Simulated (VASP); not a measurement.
Computed with PW91 GGA, VASP's PBE PAW potentials (set 64) (plane waves; VASP).

VASP input:

**POSCAR**
```
KI
1
    0.0000000000     3.5350000000     3.5350000000
    3.5350000000     0.0000000000     3.5350000000
    3.5350000000     3.5350000000     0.0000000000
K I
1 1
Direct
  0.0000000000   0.0000000000   0.0000000000
  0.5000000000   0.5000000000   0.5000000000
```

**KPOINTS**
```
Automatic mesh
0
Gamma
6 6 6
0 0 0
```

INCAR:
```
! general
SYSTEM  = KI
PREC    = Accurate
ENCUT   = 520
LREAL   = .False.   ! projection in real space or not
LASPH   = .True.   ! aspherical one-centre terms

! electronic loop
EDIFF   = 1E-6
NELM    = 100   ! most electronic steps
ALGO    = Normal   ! blocked Davidson
LMAXMIX = 4   ! l cut-off of mixed one-centre charges

! smearing
ISMEAR  = 0   ! Gaussian
SIGMA   = 0.05   ! width (eV)

! functional
GGA     = 91   ! PW91

! ions
IBRION  = 2
NSW     = 60   ! most ionic steps
ISIF    = 3
EDIFFG  = -0.01   ! ionic stop

! output
LWAVE   = .False.
LCHARG  = .False.
```

POTCAR, in this order: K_sv I (PBE.64 set). Program: vasp_std.

What VASP printed:

### OSZICAR
```
       N       E                     dE             d eps       ncg     rms          rms(c)
DAV:   1     0.927543166113E+02    0.92754E+02   -0.66743E+03   384   0.114E+03
DAV:   2     0.100438447568E+00   -0.92654E+02   -0.87917E+02   472   0.251E+02
DAV:   3    -0.536786494434E+01   -0.54683E+01   -0.54480E+01   516   0.567E+01
DAV:   4    -0.568692455868E+01   -0.31906E+00   -0.31873E+00   692   0.110E+01
DAV:   5    -0.568773022565E+01   -0.80567E-03   -0.80565E-03   520   0.636E-01    0.326E+00
DAV:   6    -0.561071593665E+01    0.77014E-01   -0.11192E-01   480   0.209E+00    0.232E+00
DAV:   7    -0.560789973968E+01    0.28162E-02   -0.12628E-01   472   0.205E+00    0.738E-01
DAV:   8    -0.561254027123E+01   -0.46405E-02   -0.13603E-02   528   0.857E-01    0.101E-01
DAV:   9    -0.561315945358E+01   -0.61918E-03   -0.83818E-04   496   0.204E-01    0.766E-02
DAV:  10    -0.561336034687E+01   -0.20089E-03   -0.19216E-04   456   0.935E-02    0.161E-02
DAV:  11    -0.561337738305E+01   -0.17036E-04   -0.32385E-05   488   0.345E-02    0.131E-02
DAV:  12    -0.561337909112E+01   -0.17081E-05   -0.41836E-06   460   0.169E-02    0.107E-02
DAV:  13    -0.561337935163E+01   -0.26052E-06   -0.14554E-06   440   0.694E-03
   1 F= -.56133794E+01 E0= -.56133794E+01  d E =-.561338E+01
       N       E                     dE             d eps       ncg     rms          rms(c)
DAV:   1    -0.566246758082E+01   -0.49088E-01   -0.98280E-01   448   0.937E+00    0.146E+00
DAV:   2    -0.562847842127E+01    0.33989E-01   -0.80636E-02   520   0.258E+00    0.556E-01
DAV:   3    -0.561827361009E+01    0.10205E-01   -0.27204E-02   692   0.129E+00    0.464E-01
DAV:   4    -0.561839033552E+01   -0.11673E-03   -0.63089E-04   688   0.146E-01    0.189E-01
DAV:   5    -0.561838024439E+01    0.10091E-04   -0.11286E-03   728   0.191E-01    0.327E-02
DAV:   6    -0.561837586173E+01    0.43827E-05   -0.78193E-06   540   0.267E-02    0.188E-02
DAV:   7    -0.561837503170E+01    0.83003E-06   -0.58034E-06   620   0.168E-02
   2 F= -.56183750E+01 E0= -.56183750E+01  d E =-.499568E-02
       N       E                     dE             d eps       ncg     rms          rms(c)
DAV:   1    -0.571523922803E+01   -0.96863E-01   -0.21114E+00   428   0.136E+01    0.221E+00
DAV:   2    -0.564201955813E+01    0.73220E-01   -0.17520E-01   524   0.375E+00    0.820E-01
DAV:   3    -0.562011205373E+01    0.21908E-01   -0.55453E-02   692   0.183E+00    0.689E-01
DAV:   4    -0.562019366351E+01   -0.81610E-04   -0.16365E-03   692   0.208E-01    0.290E-01
DAV:   5    -0.562019329747E+01    0.36604E-06   -0.24646E-03   732   0.280E-01    0.520E-02
DAV:   6    -0.562018170420E+01    0.11593E-04   -0.19732E-05   572   0.406E-02    0.280E-02
DAV:   7    -0.562018064114E+01    0.10631E-05   -0.11820E-05   668   0.234E-02    0.390E-03
DAV:   8    -0.562018057493E+01    0.66203E-07   -0.45935E-07   304   0.683E-03
   3 F= -.56201806E+01 E0= -.56201806E+01  d E =-.680122E-02
       N       E                     dE             d eps       ncg     rms          rms(c)
DAV:   1    -0.562418325459E+01   -0.40026E-02   -0.85659E-02   460   0.273E+00    0.404E-01
DAV:   2    -0.562115885824E+01    0.30244E-02   -0.69519E-03   508   0.760E-01    0.157E-01
DAV:   3    -0.562028103649E+01    0.87782E-03   -0.26138E-03   680   0.399E-01    0.129E-01
DAV:   4    -0.562031282960E+01   -0.31793E-04   -0.73060E-05   656   0.601E-02    0.478E-02
DAV:   5    -0.562032015140E+01   -0.73218E-05   -0.88284E-05   712   0.541E-02    0.969E-03
DAV:   6    -0.562032049523E+01   -0.34383E-06   -0.55040E-07   320   0.791E-03
   4 F= -.56203205E+01 E0= -.56203205E+01  d E =-.694114E-02
```

### OUTCAR
```
------------------------ aborting loop because EDIFF is reached ----------------------------------------
  FORCE on cell =-STRESS in cart. coord.  units (eV):
  Direction    XX          YY          ZZ          XY          YZ          ZX
  --------------------------------------------------------------------------------------
  Total        0.0003554      0.0003554      0.0003554     -0.0000000      0.0000000      0.0000000
  in kB        0.0061477      0.0061477      0.0061477     -0.0000000      0.0000000      0.0000000
  external PRESSURE =       0.0061477 kB  Pullay stress =       0.0000000 kB
  volume of cell :       92.63
      direct lattice vectors                 reciprocal lattice vectors
    -0.000000000  3.591228729  3.591228729    -0.139228113  0.139228113  0.139228113
     3.591228729  0.000000000  3.591228729     0.139228113 -0.139228113  0.139228113
     3.591228729  3.591228729  0.000000000     0.139228113  0.139228113 -0.139228113
  FREE ENERGIE OF THE ION-ELECTRON SYSTEM (eV)
  ---------------------------------------------------
  free  energy   TOTEN  =        -5.6203204952 eV

  energy  without entropy=       -5.6203204952  energy(sigma->0) =       -5.62032050

 reached required accuracy - stopping structural energy minimisation
```
(Selected blocks of OUTCAR.)

CONTCAR:
```
KI
   1.00000000000000
    -0.0000000000000000    3.5912287285884883    3.5912287285884883
     3.5912287285884883    0.0000000000000000    3.5912287285884883
     3.5912287285884883    3.5912287285884883    0.0000000000000000
  K               I
     1     1
Direct
     0.0000000000000000    0.0000000000000000    0.0000000000000000
     0.5000000000000000    0.5000000000000000    0.5000000000000000
```

**OUTCAR**
```
 val. band max:       -0.7050104985   @ k =   0.0000   0.0000   0.0000

 cond. band min:       3.1693286331   @ k =   0.0000   0.0000   0.0000


 Fermi energy:        -0.4900009704

 k-point     1 :       0.0000    0.0000    0.0000
  band No.  band energies     occupation
      1     -29.2510      2.00000
      2     -12.7896      2.00000
      3     -12.7896      2.00000
      4     -12.7896      2.00000
      5     -11.1098      2.00000
      6      -0.7050      2.00000
      7      -0.7050      2.00000
      8      -0.7050      2.00000
      9       3.1693      0.00000
     10       5.8075      0.00000
     11       5.8075      0.00000
     12       5.8075      0.00000

 k-point     2 :       0.1667    0.0000    0.0000
  band No.  band energies     occupation
      1     -29.2506      2.00000
      2     -12.8185      2.00000
      3     -12.7902      2.00000
      4     -12.7902      2.00000
      5     -11.0537      2.00000
      6      -1.0860      2.00000
      7      -0.7846      2.00000
      8      -0.7846      2.00000
      9       3.7646      0.00000
     10       5.7184      0.00000
     11       6.0843      0.00000
     12       6.0843      0.00000

 k-point     3 :       0.3333    0.0000    0.0000
  band No.  band energies     occupation
      1     -29.2498      2.00000
      2     -12.8719      2.00000
      3     -12.7912      2.00000
      4     -12.7912      2.00000
      5     -10.9443      2.00000
      6      -1.6716      2.00000
      7      -0.9333      2.00000
      8      -0.9333      2.00000
      9       4.5738      0.00000
     10       6.2052      0.00000
     11       6.7480      0.00000
     12       6.7480      0.00000

 k-point     4 :       0.5000    0.0000    0.0000
  band No.  band energies     occupation
      1     -29.2495      2.00000
      2     -12.8968      2.00000
      3     -12.7917      2.00000
      4     -12.7917      2.00000
      5     -10.8908      2.00000
      6      -1.9150      2.00000
...
```

Energy and stress use the plane-wave basis of the starting cell. Unless said otherwise, spin-orbit coupling is left out, though it shifts the bands of the heavy elements here.

The compound is KI in the rock salt structure. This run relaxes it. Symmetry was kept, so distortions that lower it aren't found.
